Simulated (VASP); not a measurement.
Output of a VASP run:

File OUTCAR:
```
 ion  position               nearest neighbor table
   1  0.000  0.000  0.000-
  LATTYP: Found a face centered cubic cell.
 ALAT       =     5.3783783830
 Subroutine PRICEL returns:
 Original cell was already a primitive cell.
 Subroutine GETGRP returns: Found 48 space group operations
The static configuration has the point symmetry O_h .
The dynamic configuration has the point symmetry O_h .
 Subroutine INISYM returns: Found 48 space group operations
 Subroutine IBZKPT returns following result:
 Found     56 irreducible k-points:

 Following reciprocal coordinates:
            Coordinates               Weight
  0.000000  0.000000  0.000000      1.000000
  0.090909  0.000000  0.000000      8.000000
  0.181818  0.000000  0.000000      8.000000
  0.272727  0.000000  0.000000      8.000000
  0.363636  0.000000  0.000000      8.000000
  0.454545  0.000000  0.000000      8.000000
  0.090909  0.090909  0.000000      6.000000
  0.181818  0.090909  0.000000     24.000000
  0.272727  0.090909  0.000000     24.000000
  0.363636  0.090909  0.000000     24.000000
  0.454545  0.090909  0.000000     24.000000
 -0.454545  0.090909  0.000000     24.000000
 -0.363636  0.090909  0.000000     24.000000
 -0.272727  0.090909  0.000000     24.000000
 -0.181818  0.090909  0.000000     24.000000
 -0.090909  0.090909  0.000000     12.000000
  0.181818  0.181818  0.000000      6.000000
  0.272727  0.181818  0.000000     24.000000
  0.363636  0.181818  0.000000     24.000000
  0.454545  0.181818  0.000000     24.000000
 -0.454545  0.181818  0.000000     24.000000
 -0.363636  0.181818  0.000000     24.000000
 -0.272727  0.181818  0.000000     24.000000
 -0.181818  0.181818  0.000000     12.000000
  0.272727  0.272727  0.000000      6.000000
  0.363636  0.272727  0.000000     24.000000
  0.454545  0.272727  0.000000     24.000000
 -0.454545  0.272727  0.000000     24.000000
 -0.363636  0.272727  0.000000     24.000000
 -0.272727  0.272727  0.000000     12.000000
  0.363636  0.363636  0.000000      6.000000
  0.454545  0.363636  0.000000     24.000000
 -0.454545  0.363636  0.000000     24.000000
 -0.363636  0.363636  0.000000     12.000000
  0.454545  0.454545  0.000000      6.000000
 -0.454545  0.454545  0.000000     12.000000
  0.272727  0.181818  0.090909     24.000000
  0.363636  0.181818  0.090909     48.000000
  0.454545  0.181818  0.090909     48.000000
 -0.454545  0.181818  0.090909     48.000000
   k-points           NKPTS =     56   k-points in BZ     NKDIM =     56   number of bands    NBANDS=      8
   number of dos      NEDOS =    301   number of ions     NIONS =      1
   total plane-waves  NPLWV =  21952
   dimension x,y,z NGX =    28 NGY =   28 NGZ =   28
   dimension x,y,z NGXF=    56 NGYF=   56 NGZF=   56
   ions per type =               1
   PREC   = accura    normal or accurate (medium, high low for compatibility)
   ISTART =      0    job   : 0-new  1-cont  2-samecut
   ICHARG =      2    charge: 1-file 2-atom 10-const
   ISPIN  =      1    spin polarized calculation?
   LNONCOLLINEAR =      F non collinear calculations
   LSORBIT =      F    spin-orbit coupling
   INIWAV =      1    electr: 0-lowe 1-rand  2-diag
   ENCUT  =  520.0 eV  38.22 Ry    6.18 a.u.   7.07  7.07  7.07*2*pi/ulx,y,z
   NELM   =    100;   NELMIN=  2; NELMDL= -5     # of ELM steps
   EDIFF  = 0.1E-05   stopping-criterion for ELM
   LREAL  =      F    real-space projection
   NLSPLINE    = F    spline interpolate recip. space projectors
   LMAXMIX     =    6 max onsite mixed and CHGCAR
   VOSKOWN=      0    Vosko Wilk Nusair interpolation
   EDIFFG = -.1E-01   stopping-criterion for IOM
   NSW    =     60    number of steps for IOM
   NBLOCK =      1;   KBLOCK =     60    inner block; outer block
   IBRION =      2    ionic relax: 0-MD 1-quasi-New 2-CG
   NFREE  =      1    steps in history (QN), initial steepest desc. (CG)
...
```

File OSZICAR:
```
       N       E                     dE             d eps       ncg     rms          rms(c)
DAV:   1     0.152577564691E+01    0.15258E+01   -0.44942E+03   952   0.907E+02
DAV:   2    -0.267076024866E+01   -0.41965E+01   -0.41902E+01  1064   0.522E+01
DAV:   3    -0.270354822187E+01   -0.32788E-01   -0.31835E-01  1400   0.516E+00
DAV:   4    -0.270364568969E+01   -0.97468E-04   -0.97250E-04  1168   0.177E-01
DAV:   5    -0.270364580862E+01   -0.11893E-06   -0.11892E-06  1360   0.643E-03    0.829E+00
DAV:   6    -0.350294698589E+01   -0.79930E+00   -0.60115E-01   912   0.452E+00    0.478E+00
DAV:   7    -0.259080369601E+04   -0.25873E+04   -0.30139E+04  1040   0.789E+04    0.315E+00
DAV:   8    -0.348208200586E+01    0.25873E+04   -0.78841E+02  1072   0.114E+02    0.200E-01
DAV:   9    -0.349250157523E+01   -0.10420E-01   -0.41028E-02  1072   0.223E+00    0.319E-01
DAV:  10    -0.349972644587E+01   -0.72249E-02   -0.57785E-03  1280   0.260E-01    0.250E-01
DAV:  11    -0.349970216366E+01    0.24282E-04   -0.96482E-04  1088   0.264E-02    0.251E-01
DAV:  12    -0.349961989103E+01    0.82273E-04   -0.41195E-05  1096   0.732E-02    0.183E-01
DAV:  13    -0.350059355812E+01   -0.97367E-03   -0.47421E-04  1016   0.168E-01    0.930E-02
DAV:  14    -0.350037556464E+01    0.21799E-03   -0.25371E-05  1096   0.326E-02    0.926E-02
DAV:  15    -0.350011216056E+01    0.26340E-03   -0.36573E-06   992   0.142E-02    0.935E-02
DAV:  16    -0.349993071272E+01    0.18145E-03   -0.63456E-05  1000   0.612E-02    0.844E-02
DAV:  17    -0.349966364058E+01    0.26707E-03   -0.77921E-05  1064   0.753E-02    0.762E-02
DAV:  18    -0.349980953422E+01   -0.14589E-03   -0.29314E-05  1024   0.404E-02    0.687E-02
DAV:  19    -0.349992125563E+01   -0.11172E-03   -0.40765E-05  1088   0.598E-02    0.516E-02
DAV:  20    -0.349996512011E+01   -0.43864E-04   -0.32331E-06  1152   0.160E-02    0.453E-02
DAV:  21    -0.350006952221E+01   -0.10440E-03   -0.17778E-05  1032   0.416E-02    0.275E-02
DAV:  22    -0.350008909444E+01   -0.19572E-04   -0.29276E-06  1168   0.171E-02    0.160E-02
DAV:  23    -0.350009540748E+01   -0.63130E-05   -0.93667E-07  1032   0.963E-03    0.952E-03
DAV:  24    -0.350009618994E+01   -0.78246E-06   -0.17474E-07   448   0.446E-03
   1 F= -.35000962E+01 E0= -.35001327E+01  d E =-.350010E+01
```

**OUTCAR**
```
------------------------ aborting loop because EDIFF is reached ----------------------------------------
  FORCE on cell =-STRESS in cart. coord.  units (eV):
  Direction    XX          YY          ZZ          XY          YZ          ZX
  --------------------------------------------------------------------------------------
  Total       -0.0013063     -0.0013063     -0.0013063      0.0000000     -0.0000000      0.0000000
  in kB       -0.0538081     -0.0538081     -0.0538081      0.0000000     -0.0000000      0.0000000
  external PRESSURE =      -0.0538081 kB  Pullay stress =       0.0000000 kB
  volume of cell :       38.90
      direct lattice vectors                 reciprocal lattice vectors
     0.000000000  2.689189192  2.689189192    -0.185929648  0.185929648  0.185929648
     2.689189192  0.000000000  2.689189192     0.185929648 -0.185929648  0.185929648
     2.689189192  2.689189192  0.000000000     0.185929648  0.185929648 -0.185929648
 POSITION                                       TOTAL-FORCE (eV/Angst)
 -----------------------------------------------------------------------------------
      0.00000      0.00000      0.00000         0.000000      0.000000      0.000000
 -----------------------------------------------------------------------------------
    total drift:                               -0.000000      0.000000      0.000000
  FREE ENERGIE OF THE ION-ELECTRON SYSTEM (eV)
  ---------------------------------------------------
  free  energy   TOTEN  =        -3.5000961899 eV

  energy  without entropy=       -3.5002058291  energy(sigma->0) =       -3.50013274

 reached required accuracy - stopping structural energy minimisation
```
(Selected blocks of OUTCAR.)

POSCAR:
```
Yb
1
   -0.0000000000     2.6891891915     2.6891891915
    2.6891891915    -0.0000000000     2.6891891915
    2.6891891915     2.6891891915    -0.0000000000
Yb
1
Direct
  0.0000000000   1.0000000000   0.0000000000
```

Problem. Write an INCAR and KPOINTS that could have produced this output.

Solution. One answer among several that fit: the input of the run itself, TPSS meta-GGA, plane waves, VASP's PBE PAW potentials (set 64).

**KPOINTS**
```
Automatic mesh
0
Gamma
11 11 11
0 0 0
```

INCAR:
```
SYSTEM = Yb
PREC = Accurate
ENCUT = 520
EDIFF = 1E-6
NELM = 100
ALGO = Normal
LREAL = .FALSE.
LASPH = .TRUE.
ISMEAR = 1
SIGMA = 0.1
METAGGA = TPSS
LMIXTAU = .TRUE.
LMAXMIX = 6
LWAVE = .FALSE.
LCHARG = .FALSE.
IBRION = 2
ISIF = 3
NSW = 60
EDIFFG = -0.01
```

POTCAR, in this order: Yb_2 (PBE.64 set). Program: vasp_std.

The 4f electrons are frozen in the core of the lanthanide potential, so 4f levels, which can set the real gap, and their magnetism are missing.

The compound is Yb in the fcc structure. It was relaxed first, which changed the volume by -5 %. The start is the result of an earlier pass.
